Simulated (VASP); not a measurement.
A run of VASP 6.6.1:

File INCAR:

```
PREC     = Accurate       # precision mode
ENCUT    = 600            # plane-wave cutoff, eV
EDIFF    = 1E-6           # SCF threshold, eV
ISMEAR   = -1             # smearing method
SIGMA    = 0.05           # smearing width, eV
LREAL    = False          # projectors in reciprocal space
LASPH    = True           # aspherical terms in the spheres
NELM     = 80             # most SCF steps
ALGO     = Normal         # electronic algorithm
ISIF     = 3              # what is computed and relaxed
LWAVE    = False          # write WAVECAR
LCHARG   = False          # write CHGCAR
GGA      = PE             # functional
IVDW     = 11             # dispersion correction
IBRION   = 2              # ionic algorithm
NSW      = 60             # ionic steps
EDIFFG   = -0.01          # ionic threshold
KPAR     = 4
```

KPOINTS

```
Automatic mesh
0
Gamma
  5 5 4
```

The input POSCAR:

```
HfIn4SiO6
1.0
    3.2302300000     -5.5776800000     -0.0247000000
    3.2302300000      5.5776800000     -0.0247000000
   -1.4906800000      0.0000000000      6.3203000000
Hf In Si O
1 4 1 6
Direct
    0.1017800000      0.1017800000      0.0091200000
    0.7922200000      0.4820400000      0.0081800000
    0.4820400000      0.7922200000      0.0081800000
    0.5447200000      0.2198300000      0.4839800000
    0.2198300000      0.5447200000      0.4839800000
    0.8543300000      0.8543300000      0.4452300000
    0.8350000000      0.5882200000      0.3810400000
    0.5882200000      0.8350000000      0.3810400000
    0.0289900000      0.0289900000      0.2950000000
    0.9792000000      0.9792000000      0.6955500000
    0.4285200000      0.1451400000      0.0743500000
    0.1451400000      0.4285200000      0.0743500000
```

Potentials or basis: VASP PAW PBE potentials, release 64 (Hf_pv, In_d, Si, O).

Launch:

```sh
$ cat potpaw_PBE.64/Hf_pv/POTCAR potpaw_PBE.64/In_d/POTCAR potpaw_PBE.64/Si/POTCAR potpaw_PBE.64/O/POTCAR > POTCAR
$ mpirun -np 4 vasp_std > vasp.out
```

Hardware: 4 MPI ranks on Intel(R) Xeon(R) 6975P-C (Granite Rapids), on a shared host.

Q: Estimate the wall time of this run.

A: Wall time 58 min on 4 MPI ranks on Intel(R) Xeon(R) 6975P-C (Granite Rapids), with other jobs on the host, peak memory 0.8 GiB a rank. Counts: scf iterations 349, k points 33, ion steps 48.
